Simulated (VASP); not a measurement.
```yaml
crystal:
  lattice:
    - [1.92587, -3.33570, 0.00000]
    - [1.92587, 3.33570, 0.00000]
    - [0.00000, 0.00000, 12.76004]
  atoms:
    - { symbol: Zn, position: [0.66667, 0.33333, 0.24043] }
    - { symbol: Zn, position: [0.33333, 0.66667, 0.00060] }
    - { symbol: Zn, position: [0.66667, 0.33333, 0.75999] }
    - { symbol: S, position: [0.66667, 0.33333, 0.42147] }
    - { symbol: S, position: [0.33333, 0.66667, 0.18257] }
    - { symbol: S, position: [0.66667, 0.33333, 0.94198] }
    - { symbol: S, position: [0.33333, 0.66667, 0.70162] }
    - { symbol: Cd, position: [0.33333, 0.66667, 0.50535] }
```

Method: PBEsol GGA, VASP's PBE PAW potentials (set 64) (plane waves; VASP 6.6.1). Settings: 400 eV cut-off, 8×8×2 Γ-centred mesh, tetrahedra with Blöchl corrections, potentials Zn S Cd.

The cores are frozen, which limits the accuracy of field gradients.

Question: Give the principal components of the electric field gradient (V/Å²) and the asymmetry η at each nucleus.

Answer: 
| atom | Vxx | Vyy | Vzz | η |
|---|---|---|---|---|
| Zn1 | 0.5 | 0.5 | -1.0 | 0.01 |
| Zn2 | 3.2 | 3.2 | -6.3 | 0.00 |
| Zn3 | 3.4 | 3.4 | -6.9 | 0.00 |
| S4 | -19.9 | -19.9 | 39.8 | 0.00 |
| S5 | 2.3 | 2.3 | -4.6 | 0.00 |
| S6 | 2.0 | 2.0 | -4.0 | 0.00 |
| S7 | -0.5 | -0.5 | 1.0 | 0.00 |
| Cd8 | 3.1 | 3.1 | -6.2 | 0.00 |

The structure was generated: CdZn3S4 was put into an ordered model structure (P3m1), which need not be its known phase. It was relaxed first.
